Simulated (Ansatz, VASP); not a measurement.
# TiC: VASP beside Ansatz

Wanted: the spread between two codes on one cell, functional and k mesh. The cell is taken from a series of runs on this material, whose earlier steps may have relaxed, scaled, displaced or heated it; both programs get it as it stands.

Main program and level: Ansatz 0.2.0; plane waves, with VASP 6.6.1 beside it; zone-centre phonons at PBEsol.

### 1. Starting point

It takes space group I4/mmm (No. 139, tetragonal). The conventional cell has a = 3.096 Å, b = 3.096 Å, c = 4.256 Å, α = 90.00°, β = 90.00°, γ = 90.00°. Nearest to C lie 6 Ti at 2.13 to 2.19 Å. Nearest to Ti lie 6 C at 2.13 to 2.19 Å. Farther neighbours are not listed.

### 2. Ansatz: zone-centre phonons, PBEsol, pair 1

Ansatz runs on its PAW soft_1 files.

Second derivatives magnify differences that forces hide, and they need a tight electronic threshold.

Input file input.yaml:

```yaml
crystal:
  lattice:
    - [0.0, 2.1893721834, 2.1280312354]
    - [2.1893721834, 0.0, 2.1280312354]
    - [2.1893721834, 2.1893721834, 0.0]
  atoms:
    - { symbol: C, position: [0.5, 0.5, 0.5] }
    - { symbol: Ti, position: [0.0, 0.0, 0.0] }
kpoints:
  mp_grid: { grid: [16, 16, 16] }
hamiltonian:
  xc: pbesol
  pseudopotentials: { kind: paw, azcp: { folder: soft_1 }, xc_functional: pbe }
scf:
  occupations: { method: methfessel_paxton, width: 0.2 }
output:
  eigenvalues: true
phonons:
  method: dfpt
```

Started as:

```bash
> ansatz run input.yaml --threads 4 --pin off --max-ram 10240MiB --backend cpu --events-out ev --progress --plain --runs-dir out
```

Numbers of over 12 decimals in the logs are rounded to 6 here.

The program printed:

```text
zone centre: on kpoints.mp_grid the ground state, and the responses unless they are solved on pairs of k-points, stand on 621 of the mesh's 4096 k-points, reduced under 8 symmetry operations, with k and −k counted as one. Each operation leaves every solved displacement unchanged or reverses it
Engine: ansatz 0.2.0, x86_64-unknown-linux-gnu
Pseudopotentials: kind: paw
Pseudopotential: C, paw, valence charge 4, recommended cutoff 420 eV (normal), soft_1/C.paw.azcp
Pseudopotential: Ti, paw, valence charge 12, recommended cutoff 420 eV (normal), soft_1/Ti.paw.azcp
Functional definition: PBEsol
  exchange = pbesol_x
  correlation = pbesol_c
Crystal: 2 atoms, lattice volume = 20.401 Å³
Basis set: ecut = 420 eV, 395 PW (Γ), exchange–correlation on 48×48×48 points (8 copies of the dense FFT grid, shifted against one another)
Bands: 12, of which v1, the nominal top of the filled ones, is band 8 counted from 1 (7 counted from 0)
Symmetry: 16 space group operations
k-points: 621 of 4096 (irreducible under 8 space group operations)
Non-local potential: C, projectors of the file, l = 0: 2, l = 1: 2, l = 2: 1
Non-local potential: Ti, projectors of the file, l = 0: 3, l = 1: 2, l = 2: 3, l = 3: 1
PAW form: soft (Blöchl's): semilocal exchange-correlation on the pseudo side does not see the compensation charge
PAW frozen core: C, regenerated for the run's functional, and the local potential with it (the file was generated under x = pbe(κ = 0.804, μ = 0.219515), c = pbe(β = 0.066725))
PAW frozen core: Ti, regenerated for the run's functional, and the local potential with it (the file was generated under x = pbe(κ = 0.804, μ = 0.219515), c = pbe(β = 0.066725))
PAW one-centre angular grid: C, 110 points (default); XC on 64 Gauss nodes
PAW one-centre angular grid: Ti, 590 points (default); XC on 64 Gauss nodes
Initial density: superposition of atomic densities (chi_scale 0.1, normalization cell, long waves kept (reshape's long-wave potential 0.00 eV rms))
Initial wavefunctions: pseudopotential atomic-orbital guess
Functional: x = pbesol(κ = 0.804, μ = 0.123457), c = pbesol(β = 0.046)
SCF iter   1: F=—  HF=-2723.370386 eV  |F-HF|=—  |Δ(HF+E_count)|=         —  Δρ=1.36e-1  dr2=4.91e0  ethr=3.10e-3  ⟨swp⟩=4.2  Hψ=34713  notcnv=0
preconditioner: auto → none  [metal: Δε(μ)=0.051 eV  Ē_g=8.995 eV  σ=0.200 eV  W_gap=0.21  n_scr=8 (ndim 8)  ℏωp=23.3 eV  f_vac=0.000  D(μ)=0.21/eV (n_scr^D=0)  sad-step TF]
SCF iter   2: F=—  HF=-2722.886054 eV  |F-HF|=—  |Δ(HF+E_count)|=   4.84e-1  S|Δr|=    0.00e0  Δρ=9.53e-2  dr2=2.48e0  ethr=3.10e-3  ⟨swp⟩=2.0  Hψ=14848  notcnv=0
SCF iter   3: F=—  HF=-2722.398675 eV  |F-HF|=—  |Δ(HF+E_count)|=   4.87e-1  S|Δr|=    0.00e0  Δρ=8.25e-3  dr2=8.04e-3  ethr=3.10e-3  ⟨swp⟩=3.0  Hψ=15742  notcnv=1
SCF iter   4: F=—  HF=-2722.396052 eV  |F-HF|=—  |Δ(HF+E_count)|=   2.62e-3  S|Δr|=    0.00e0  Δρ=1.54e-3  dr2=2.60e-4  ethr=5.03e-5  ⟨swp⟩=2.0  Hψ=17809  notcnv=0
SCF iter   5: F=—  HF=-2722.396129 eV  |F-HF|=—  |Δ(HF+E_count)|=   7.68e-5  S|Δr|=    0.00e0  Δρ=4.04e-4  dr2=2.49e-5  ethr=1.63e-6  ⟨swp⟩=2.0  Hψ=10026  notcnv=0
SCF iter   6: F=—  HF=-2722.396128 eV  |F-HF|=—  |Δ(HF+E_count)|=   7.46e-7  S|Δr|=    0.00e0  Δρ=6.71e-5  dr2=8.96e-7  ethr=1.56e-7  ⟨swp⟩=2.0  Hψ=12092  notcnv=0
SCF iter   7: F=—  HF=-2722.396128 eV  |F-HF|=—  |Δ(HF+E_count)|=   5.25e-7  S|Δr|=    0.00e0  Δρ=4.19e-6  dr2=2.59e-9  ethr=5.60e-9  ⟨swp⟩=3.0  Hψ=12283  notcnv=0
SCF iter   8: F=—  HF=-2722.396128 eV  |F-HF|=—  |Δ(HF+E_count)|=  9.03e-10  S|Δr|=    0.00e0  Δρ=2.54e-6  dr2=1.40e-9  ethr=1.62e-11  ⟨swp⟩=2.6  Hψ=12022  notcnv=0
SCF iter   9: F=-2722.396128 eV  HF=-2722.396128 eV  |F-HF|=9.09e-13  |Δ(HF+E_count)|=  3.81e-10  S|Δr|=    0.00e0  Δρ=5.85e-8  dr2=6.11e-13  ethr=1.00e-12  ⟨swp⟩=3.9  Hψ=33382  notcnv=0
SCF 1 converged in 9 iterations: F = -2722.396128 eV  dr2 = 6.11e-13
  greatest PAW one-centre occupation: 0.998 electrons in one spin orbital (limit 2), on the Ti atom at site 1 (counted from 0), in its partial waves of l = 0
DFPT response loops at Γ: preconditioner auto → Kerker (q_TF=auto, 2.620 Å⁻¹) (partly filled bands, converged f_vac=0.000); β = 1.00, the filter's whole step (`scf.mixing.beta` (0.50) is not read by the response loops under this deck's `scf.mixing.preconditioner`; to damp them name `kerker` or `kerker_dos`, under which they read `scf.mixing.beta`, and type it under 1.00, their step now; both keys bind the ground state too); Broyden in place of MSR1
SCF converged after 9 iterations
Stability not checked: this state was not tested for a lower state beside it, because cold or Methfessel-Paxton smearing, or corrected tetrahedra, fill the levels in a way that the test cannot read (fill_not_monotonic; see scf.lower_state_search)
Free energy (F): -2722.396128 eV
Harris-Foulkes:  -2722.396128 eV  (|F-HF|=9.09e-13)
Internal energy: -2722.396164 eV  (E = F + TS)
E sigma→0 (E₀):  -2722.396137 eV
Entropy (-TS):   0.000036 eV (0.018 meV/atom)
Fermi energy:    14.440888 eV
Step filling:    the computed levels leave a gap of 0.0000 eV = 0.0 smearing widths at the electron count; against every level under it full and every level over it empty, smearing changes F+E_penalty+E_count by -0.134 meV and its σ→0 estimate by -0.143 meV
--- Per-component energies (eV) ---
  E_band       = -113.494287
  E_kinetic    = 365.382214
  E_local      = -832.460569  (includes V_loc(G=0)·N_el)
  E_nonlocal   = 84.214038
  E_hartree    = 326.472009
  E_xc         = -163.186150
  E_vxc        = -204.464470  (∫ρ·V_xc dr)
  E_paw        = -1111.901225  (= ΣΔE_a)
  E_vpaw       = -179.109484  (= ΣTr[D̂ρ^β])
  E_aug_tail   = -0.000060  (compensation charges beyond the density's cutoff)
  E_ewald      = -1391.076906
  E_core_change = 0.160485  (= ΣΔE_core)
  E_smearing   = 0.000036  (= −TS)
  E_closure    = -0.000000  (closes the sum)
  Σ components = -2722.396128   (vs F -2722.396128, Δ=0.00e0)
--- Band table (eV; the first three rows and the last of 621) ---
  k-point 0: bands = [... 4 lower, 2.0926, 15.0450, 15.0450, 15.2541, 16.0691, 16.1100, 16.1100, 16.2176]
  k-point 1: bands = [... 4 lower, 2.1815, 14.6645, 14.8432, 15.0036, 15.4339, 15.5158, 16.3777, 17.0777]
  k-point 2: bands = [... 4 lower, 2.4424, 13.7996, 14.1031, 14.2269, 15.5075, 15.5791, 16.6981, 18.1242]
  k-point 620: bands = [... 4 lower, 4.4252, 11.2104, 12.7527, 14.2747, 14.2747, 17.1916, 17.9734, 17.9734]
--- Phonons (Γ-DFPT): 4 representative perturbations + reference, on 621 of 4096 k-points (Σ response iterations 12) ---
  k mesh reduced under 8 symmetry operations, with k and −k counted as one. Each operation leaves every solved displacement unchanged or reverses it
  ASR residual: 2.656e-5 → 0.000e0 eV/Å²; symmetrization residual: 1.471e-7 eV/Å²
  ASR residual per site (eV/Å²): 2.40e-5 2.66e-5
  Γ frequencies (cm⁻¹): 0.00 0.00 0.00 489.74 489.74 556.32
  non-analytic LO–TO correction: not included (Born effective charges unavailable; polar crystals: no LO–TO splitting at Γ)
```

(Part 1 of 3 ends here.)

[Lines on the potential files, build, host, timing and source positions are cut from VASP's logs without a mark.]

[Logs are printed without paths, hosts, clocks, repeated set-up lines and the standing remarks that a program may print on its own settings, such as how far it seeks lower states.]

[Hosts, paths, dates, database ids (printed as entryN), source tags and the programs' standing remarks are cut or masked in the printed files.]
